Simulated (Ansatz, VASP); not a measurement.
**Cross-check of Ge between VASP and Ansatz**

Aim: how closely do two programs agree when they are given the same cell, functional and k mesh? The structure shown is frame 250 of Ansatz's trajectory.

Program: Ansatz 0.2.0. Level of theory: plane waves, with VASP 6.6.1 beside it; single point at PBE. Results are calculated unless marked as measured.

## 1. Starting point

The cell holds 16 atoms: 16 Ge. Cell: a = 7.011 Å, b = 7.011 Å, c = 7.011 Å, α = 90.0°, β = 90.0°, γ = 90.0°. As first built, before any earlier steps moved the atoms (in the runner's words): 16 atoms (16 Ge) placed at random at 5.6 g/cm^3 and pushed apart to contact distance.

## 2. Ansatz: dynamics, PBE

Ansatz runs on its default PAW (the set named soft_2) files.

One frame of this run of dynamics is then solved in both programs, so the motion causes no difference.

Input file input.yaml:

```yaml
crystal:
  lattice:
    - [7.0108, 0.0, 0.0]
    - [0.0, 7.0108, 0.0]
    - [0.0, 0.0, 7.0108]
  atoms:
    - { symbol: Ge, position: [0.26801, 0.28615, 0.8177] }
    - { symbol: Ge, position: [0.11755, 0.58193, 0.73366] }
    - { symbol: Ge, position: [0.09069, 0.11239, 0.17218] }
    - { symbol: Ge, position: [0.66372, 0.55564, 0.14959] }
    - { symbol: Ge, position: [0.473, 0.60504, 0.42955] }
    - { symbol: Ge, position: [0.78485, 0.04546, 0.6747] }
    - { symbol: Ge, position: [0.42509, 0.22374, 0.34762] }
    - { symbol: Ge, position: [0.49228, 0.88935, 0.96587] }
    - { symbol: Ge, position: [0.24328, 0.88912, 0.38208] }
    - { symbol: Ge, position: [0.7026, 0.11675, 0.11162] }
    - { symbol: Ge, position: [0.14754, 0.92279, 0.72342] }
    - { symbol: Ge, position: [0.86163, 0.65532, 0.41053] }
    - { symbol: Ge, position: [0.50133, 0.56284, 0.84832] }
    - { symbol: Ge, position: [0.48586, 0.88675, 0.62361] }
    - { symbol: Ge, position: [0.79443, 0.47596, 0.69426] }
    - { symbol: Ge, position: [0.30171, 0.48884, 0.15687] }
kpoints:
  mp_grid: { grid: [1, 1, 1] }
hamiltonian:
  xc: pbe
scf:
  occupations: { method: fermi_dirac, width: 0.106 }
output:
  forces: true
  stress: true
md:
  timestep: 4.0
  n_steps: 750
  ensemble: nvt_nose_hoover
  temperature: 1845
  initial_velocities: maxwell_boltzmann
  seed: 5
  temperature_schedule:
    - { n_steps: 93, end_temperature: 1845 }
    - { n_steps: 93, end_temperature: 1230 }
```

Launch:

```bash
ansatz run input.yaml --threads 8 --pin off --max-ram 15360MiB --backend cpu --events-out ev --progress --plain --runs-dir out
```

Numbers of over 12 decimals in the logs are rounded to 6 here.

The log of the run:

```text
Warning: md: disabling space-group detection — thermal motion breaks the input geometry's symmetry, so no spatial operation reduces the k-mesh or symmetrises the density; time reversal is kept, so that k and −k are solved as one point where they differ and the mesh holds both, and exact exchange and, on two spinor components, a DFT+U term hold to it where the run has them: on two components no moment then forms, and  [...]
Warning: output.stress: scf.convergence.dr2_threshold = 1.6e-8 eV (the default of an md: trajectory) is looser than the 1.6e-9 eV advised for a printed stress (1e-10 eV for each atom of the cell: 16). What an SCF threshold leaves in a stress goes as its square root, and in the free energy as the threshold itself, and one threshold admits the most on a small cell: [figures from the program's tests cut] Set scf.converg [...]
Engine: ansatz 0.2.0, aarch64-unknown-linux-gnu
Pseudopotentials: kind: paw
Pseudopotential: Ge, paw, valence charge 14, recommended cutoff 420 eV (normal), Ge.paw.azcp
Functional definition: PBE
  parameter kappa = 0.804
  parameter beta = 0.066725
  exchange = pbe_x(kappa = kappa, mu = beta*pi^2/3)
  correlation = pbe_c(beta = beta)
Crystal: 16 atoms, lattice volume = 344.590 Å³
Basis set: ecut = 420 eV, 6763 PW (Γ), exchange–correlation on 96×96×96 points (8 copies of the dense FFT grid, shifted against one another)
Bands: 135, of which v1, the nominal top of the filled ones, is band 112 counted from 1 (111 counted from 0)
Symmetry: 1 space group operations
k-points: 1
Non-local potential: Ge, projectors of the file, l = 0: 2, l = 1: 2, l = 2: 3, l = 3: 1
PAW form: soft (Blöchl's): semilocal exchange-correlation on the pseudo side does not see the compensation charge
PAW one-centre angular grid: Ge, 590 points (default); XC on 64 Gauss nodes
Initial density: superposition of atomic densities (neutral atoms: chi_scale 0, normalization atom), corrected by the library's trained network
Initial wavefunctions: pseudopotential atomic-orbital guess
Functional: x = pbe(κ = 0.804, μ = 0.219515), c = pbe(β = 0.066725)
SCF iter   1: F=—  HF=-68705.848746 eV  |F-HF|=—  |Δ(HF+E_count)|=         —  Δρ=1.25e-2  dr2=1.51e0  ethr=1.77e-3  ⟨swp⟩=6.0  Hψ=478  notcnv=0
preconditioner: auto → LDOS  [insulator: Δε(μ)=0.380 eV  Ē_g=22.180 eV  σ=0.106 eV  W_gap=0.71  n_scr=92 (ndim 8)  ℏωp=29.9 eV  f_vac=0.051  D(μ)=5.22/eV (n_scr^D=26)  ε∞_Penn≈2.8  β→1.0]
SCF iter   2: F=—  HF=-68705.722821 eV  |F-HF|=—  |Δ(HF+E_count)|=   1.26e-1  Δρ=1.01e-2  dr2=1.19e0  ethr=6.75e-4  ⟨swp⟩=4.0  Hψ=414  notcnv=0  defer=2
SCF iter   3: F=—  HF=-68705.478228 eV  |F-HF|=—  |Δ(HF+E_count)|=   2.45e-1  Δρ=2.04e-3  dr2=4.44e-2  ethr=5.30e-4  ⟨swp⟩=2.0  Hψ=182  notcnv=0  defer=2
SCF iter   4: F=—  HF=-68705.470797 eV  |F-HF|=—  |Δ(HF+E_count)|=   7.43e-3  Δρ=7.93e-4  dr2=4.33e-3  ethr=1.98e-5  ⟨swp⟩=2.0  Hψ=192  notcnv=0  defer=2
SCF iter   5: F=—  HF=-68705.470409 eV  |F-HF|=—  |Δ(HF+E_count)|=   3.88e-4  Δρ=3.41e-4  dr2=8.88e-4  ethr=1.93e-6  ⟨swp⟩=3.0  Hψ=277  notcnv=0  defer=2
SCF iter   6: F=—  HF=-68705.470345 eV  |F-HF|=—  |Δ(HF+E_count)|=   6.42e-5  Δρ=1.53e-4  dr2=2.03e-4  ethr=3.96e-7  ⟨swp⟩=2.0  Hψ=157  notcnv=0  defer=2
SCF iter   7: F=—  HF=-68705.470332 eV  |F-HF|=—  |Δ(HF+E_count)|=   1.27e-5  Δρ=6.59e-5  dr2=3.43e-5  ethr=9.08e-8  ⟨swp⟩=2.0  Hψ=149  notcnv=0  defer=2
SCF iter   8: F=—  HF=-68705.470223 eV  |F-HF|=—  |Δ(HF+E_count)|=   1.09e-4  Δρ=2.77e-5  dr2=6.07e-6  ethr=1.53e-8  ⟨swp⟩=2.0  Hψ=161  notcnv=0  defer=2
SCF iter   9: F=—  HF=-68705.470198 eV  |F-HF|=—  |Δ(HF+E_count)|=   2.48e-5  Δρ=9.63e-6  dr2=5.68e-7  ethr=2.71e-9  ⟨swp⟩=2.0  Hψ=155  notcnv=0  defer=2
SCF iter  10: F=—  HF=-68705.470198 eV  |F-HF|=—  |Δ(HF+E_count)|=   5.45e-8  Δρ=3.60e-6  dr2=8.31e-8  ethr=2.54e-10  ⟨swp⟩=3.0  Hψ=282  notcnv=0  defer=2
SCF iter  11: F=-68705.470198 eV  HF=-68705.470198 eV  |F-HF|=5.86e-9  |Δ(HF+E_count)|=   3.10e-9  Δρ=1.52e-6  dr2=1.36e-8  ethr=7.14e-12  ⟨swp⟩=4.0  Hψ=399  notcnv=0
[...]
md step   692: t =  2768.00 fs  T =  1379.8 K (target 1230.0 K)  F+E_penalty+E_count = -68715.08849250 eV  E_kin = 2.675257 eV  conserved = -68701.91428872 eV  P_inst = 0.4979 GPa  (4 SCF iters)
md step   694: t =  2776.00 fs  T =  1487.1 K (target 1230.0 K)  F+E_penalty+E_count = -68715.15027256 eV  E_kin = 2.883320 eV  conserved = -68701.91490866 eV  P_inst = 0.5536 GPa  (4 SCF iters)
md step   696: t =  2784.00 fs  T =  1522.0 K (target 1230.0 K)  F+E_penalty+E_count = -68715.07415555 eV  E_kin = 2.951036 eV  conserved = -68701.91409791 eV  P_inst = 0.7020 GPa  (4 SCF iters)
md step   698: t =  2792.00 fs  T =  1498.5 K (target 1230.0 K)  F+E_penalty+E_count = -68714.89778588 eV  E_kin = 2.905388 eV  conserved = -68701.91205340 eV  P_inst = 0.8725 GPa  (4 SCF iters)
md step   700: t =  2800.00 fs  T =  1472.1 K (target 1230.0 K)  F+E_penalty+E_count = -68714.73337262 eV  E_kin = 2.854237 eV  conserved = -68701.91009375 eV  P_inst = 0.9461 GPa  (7 SCF iters)
md step   702: t =  2808.00 fs  T =  1499.6 K (target 1230.0 K)  F+E_penalty+E_count = -68714.68970755 eV  E_kin = 2.907621 eV  conserved = -68701.90979207 eV  P_inst = 0.8300 GPa  (3 SCF iters)
[...]
md step   712: t =  2848.00 fs  T =  1787.2 K (target 1230.0 K)  F+E_penalty+E_count = -68714.98781814 eV  E_kin = 3.465224 eV  conserved = -68701.91221839 eV  P_inst = -0.3592 GPa  (4 SCF iters)
md step   714: t =  2856.00 fs  T =  1724.8 K (target 1230.0 K)  F+E_penalty+E_count = -68714.87404108 eV  E_kin = 3.344292 eV  conserved = -68701.91184991 eV  P_inst = -0.1840 GPa  (5 SCF iters)
md step   716: t =  2864.00 fs  T =  1640.5 K (target 1230.0 K)  F+E_penalty+E_count = -68714.73312525 eV  E_kin = 3.180817 eV  conserved = -68701.91118789 eV  P_inst = 0.0999 GPa  (4 SCF iters)
md step   718: t =  2872.00 fs  T =  1561.0 K (target 1230.0 K)  F+E_penalty+E_count = -68714.61210920 eV  E_kin = 3.026630 eV  conserved = -68701.91017462 eV  P_inst = 0.3886 GPa  (4 SCF iters)
md step   720: t =  2880.00 fs  T =  1520.2 K (target 1230.0 K)  F+E_penalty+E_count = -68714.57433623 eV  E_kin = 2.947496 eV  conserved = -68701.90961459 eV  P_inst = 0.5731 GPa  (7 SCF iters)
md step   722: t =  2888.00 fs  T =  1534.7 K (target 1230.0 K)  F+E_penalty+E_count = -68714.65249957 eV  E_kin = 2.975658 eV  conserved = -68701.91037847 eV  P_inst = 0.5921 GPa  (3 SCF iters)
md step   724: t =  2896.00 fs  T =  1581.4 K (target 1230.0 K)  F+E_penalty+E_count = -68714.80324693 eV  E_kin = 3.066239 eV  conserved = -68701.91210367 eV  P_inst = 0.4708 GPa  (4 SCF iters)
md step   726: t =  2904.00 fs  T =  1609.6 K (target 1230.0 K)  F+E_penalty+E_count = -68714.92869301 eV  E_kin = 3.120772 eV  conserved = -68701.91353277 eV  P_inst = 0.3037 GPa  (3 SCF iters)
md step   728: t =  2912.00 fs  T =  1577.8 K (target 1230.0 K)  F+E_penalty+E_count = -68714.94698283 eV  E_kin = 3.059211 eV  conserved = -68701.91390319 eV  P_inst = 0.1904 GPa  (3 SCF iters)
md step   730: t =  2920.00 fs  T =  1479.0 K (target 1230.0 K)  F+E_penalty+E_count = -68714.83917487 eV  E_kin = 2.867622 eV  conserved = -68701.91328279 eV  P_inst = 0.1838 GPa  (7 SCF iters)
md step   732: t =  2928.00 fs  T =  1339.1 K (target 1230.0 K)  F+E_penalty+E_count = -68714.64885303 eV  E_kin = 2.596455 eV  conserved = -68701.91205367 eV  P_inst = 0.2758 GPa  (4 SCF iters)
md step   734: t =  2936.00 fs  T =  1203.1 K (target 1230.0 K)  F+E_penalty+E_count = -68714.45768481 eV  E_kin = 2.332679 eV  conserved = -68701.91072598 eV  P_inst = 0.4113 GPa  (3 SCF iters)
md step   736: t =  2944.00 fs  T =  1115.2 K (target 1230.0 K)  F+E_penalty+E_count = -68714.35060111 eV  E_kin = 2.162350 eV  conserved = -68701.91000665 eV  P_inst = 0.5226 GPa  (4 SCF iters)
md step   738: t =  2952.00 fs  T =  1097.9 K (target 1230.0 K)  F+E_penalty+E_count = -68714.37332223 eV  E_kin = 2.128797 eV  conserved = -68701.91044575 eV  P_inst = 0.5737 GPa  (4 SCF iters)
md step   740: t =  2960.00 fs  T =  1138.2 K (target 1230.0 K)  F+E_penalty+E_count = -68714.50362788 eV  E_kin = 2.206806 eV  conserved = -68701.91185482 eV  P_inst = 0.5837 GPa  (8 SCF iters)
md step   742: t =  2968.00 fs  T =  1195.7 K (target 1230.0 K)  F+E_penalty+E_count = -68714.66505631 eV  E_kin = 2.318314 eV  conserved = -68701.91338849 eV  P_inst = 0.6109 GPa  (4 SCF iters)
md step   744: t =  2976.00 fs  T =  1228.6 K (target 1230.0 K)  F+E_penalty+E_count = -68714.77645883 eV  E_kin = 2.382141 eV  conserved = -68701.91421583 eV  P_inst = 0.7090 GPa  (4 SCF iters)
md step   746: t =  2984.00 fs  T =  1218.2 K (target 1230.0 K)  F+E_penalty+E_count = -68714.80045549 eV  E_kin = 2.361953 eV  conserved = -68701.91397740 eV  P_inst = 0.8874 GPa  (4 SCF iters)
md step   748: t =  2992.00 fs  T =  1178.5 K (target 1230.0 K)  F+E_penalty+E_count = -68714.76304786 eV  E_kin = 2.284928 eV  conserved = -68701.91296840 eV  P_inst = 1.0965 GPa  (4 SCF iters)
[...]
md step   750: t =  3000.00 fs  T =  1144.8 K (target 1230.0 K)  F+E_penalty+E_count = -68714.73284424 eV  E_kin = 2.219707 eV  conserved = -68701.91212603 eV  P_inst = 1.2514 GPa  (8 SCF iters)
SCF converged after 8 iterations
Free energy (F): -68714.732844 eV
Harris-Foulkes:  -68714.732844 eV  (|F-HF|=2.12e-9)
Internal energy: -68714.711531 eV  (E = F + TS)
E sigma→0 (E₀):  -68714.722188 eV
Entropy (-TS):   -0.021313 eV (-1.332 meV/atom)
Fermi energy:    9.828236 eV
--- Per-component energies (eV) ---
  E_band       = -2246.135560
  E_kinetic    = 1756.863923
  E_local      = -37188.859176  (includes V_loc(G=0)·N_el)
  E_nonlocal   = 6648.036459
  E_hartree    = 16237.071845
  E_xc         = -1204.777580
  E_vxc        = -1025.842226  (∫ρ·V_xc dr)
  E_paw        = -32265.403684  (= ΣΔE_a)
  E_vpaw       = -4910.484064  (= ΣTr[D̂ρ^β])
  E_aug_tail   = 0.005004  (compensation charges beyond the density's cutoff)
  E_ewald      = -22697.648321
  E_smearing   = -0.021313  (= −TS)
  E_closure    = 0.000000  (closes the sum)
  Σ components = -68714.732844   (vs F -68714.732844, Δ=0.00e0)
--- Forces (eV/Å), atoms counted from 1 ---
  atom   1  Ge    -0.44598558     0.23648478     0.04696805
  atom   2  Ge     0.15824770     0.10853242    -0.42570901
  atom   3  Ge     1.56247821    -0.16962577     0.59436841
  atom   4  Ge     0.11839540     0.40607310     1.03430012
  atom   5  Ge     2.28329066    -0.47576524    -1.47986319
  atom   6  Ge     1.19542408     0.63985916     0.22982681
  atom   7  Ge     0.62372443    -0.53397891    -0.14614520
  atom   8  Ge    -0.16047204     0.40074620     0.33875927
  atom   9  Ge    -0.54748781     0.35477134    -0.21812041
  atom  10  Ge    -1.86833890    -0.11496157    -0.61476336
  atom  11  Ge    -0.84215162    -0.01396747    -0.06521411
  atom  12  Ge     0.75540211     0.55358174    -0.44666963
  atom  13  Ge    -1.41088603     0.28855336     1.43716358
  atom  14  Ge    -0.78660776    -1.19233649    -0.33901808
  atom  15  Ge    -0.00099087     0.42810976     0.52551472
  atom  16  Ge    -0.63404202    -0.91607332    -0.47139163
  max |Σ_I F_I| component: 6.35e-6 eV/Å
--- Stress (GPa, compression-positive) ---
        4.816408       0.000590       0.157185
        0.000590      -0.697718      -0.091788
        0.157185      -0.091788      -2.566066
  P = ⅓ Tr σ = 0.5175 GPa (5.175 kbar)
--- MD trajectory: 750 steps, t = 0.0 → 3000.0 fs ---
  final state: T = 1144.8 K   F+E_penalty+E_count = -68714.73284424 eV   E_kin = 2.219707 eV
  conserved energy: peak-to-peak 2.323e-2 eV (1.452e-3 eV/atom) over 3000.0 fs
```

[end of part 1 of 2]

[Lines on the potential files, build, host, timing and source positions are cut from VASP's logs without a mark.]

[Logs are printed without paths, hosts, clocks, repeated set-up lines and the standing remarks that a program may print on its own settings, such as how far it seeks lower states.]

[Hosts, paths, dates, database ids (printed as entryN), source tags and the programs' standing remarks are cut or masked in the printed files.]
